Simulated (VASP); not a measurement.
SbAs (Stibarsen), 2 atoms in the cell. The structure is trigonal, space group R3m (No. 160). Conventional cell: a = 4.026 Å, b = 4.026 Å, c = 10.837 Å, α = 90.00°, β = 90.00°, γ = 120.00°. Around Sb (site symmetry 3m) lie 6 As at 2.94 to 2.95 Å. As (site symmetry 3m) is surrounded by 6 Sb at 2.94 to 2.95 Å. 

| Property | Result |
| --- | --- |
| Program | VASP 6.6.1 |
| Task | single point |
| Functional | LDA |
| Potentials or basis | VASP PAW LDA potentials, release 64 (Sb, As) |
| Cutoff | 520 eV |
| k mesh | 5 × 5 × 5 |
| Occupations | fermi-dirac, width 0.1 eV |
| Spin | no spin polarisation |
| Dipole correction | no |
| Further INCAR settings | ALGO = Normal; EDIFF = 1e-07; NBANDS = 12 |

Potentials or basis: VASP PAW LDA potentials, release 64 (Sb, As).

Launch:

```console
$ cat potpaw_LDA.64/Sb/POTCAR potpaw_LDA.64/As/POTCAR > POTCAR
$ mpirun -np 1 vasp_std > vasp.out
```

Hardware: 1 thread of Intel(R) Xeon(R) Platinum 8488C (Sapphire Rapids), on a shared host.

Q: Estimate the wall time of this run.

A: Wall time 5.9 s on 1 thread of Intel(R) Xeon(R) Platinum 8488C (Sapphire Rapids), on a shared host, peak memory 0.15 GiB. Counts: scf iterations 12, k points 19.
